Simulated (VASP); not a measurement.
MgS (rock salt) is relaxed at rising pressure, each step from the one before. Symmetry mostly holds the structure type, and other phases were not tried. The mesh follows the cell, and a change of mesh leaves a small step in the series.

Consider the following.

```
CELL_PARAMETERS angstrom
      0.00000     2.55872     2.55872
      2.55872     0.00000     2.55872
      2.55872     2.55872     0.00000
ATOMIC_POSITIONS crystal
  Mg 0.00000 0.00000 0.00000
  S  0.50000 0.50000 0.50000
```

These are LDA (Ceperley-Alder, Perdew-Zunger), VASP's LDA PAW potentials (set 64) (plane waves; VASP 6.6.1) values and carry that method's errors. Settings: 500 eV cut-off, 9×9×9 Γ-centred mesh, Gaussian smearing of 0.050 eV, potentials Mg S.

| P (GPa) | V (Å³/atom) | H − H(0) (eV/atom) | space group | k-mesh |
|---|---|---|---|---|
| 0 | 16.75 | 0.000 | Fm-3m | 9×9×9 |
| 5 | 15.89 | 0.509 | Fm-3m | 9×9×9 |
| 10 | 15.21 | 0.994 | Fm-3m | 9×9×9 |
| 20 | [?] | [?] | Fm-3m | 9×9×9 |
| 30 | [?] | [?] | Fm-3m | 10×10×10 |
| 45 | 12.53 | 3.982 | Fm-3m | 10×10×10 |

### Question
Some entries are withheld; supply them.

### Answer

- 30, V (Å³/atom): 13.42
- 30, H − H(0) (eV/atom): 2.770
- 20, V (Å³/atom): 14.19
- 20, H − H(0) (eV/atom): 1.910

Pressures at which the relaxation failed are left out.

The compound is MgS in the rock salt structure.
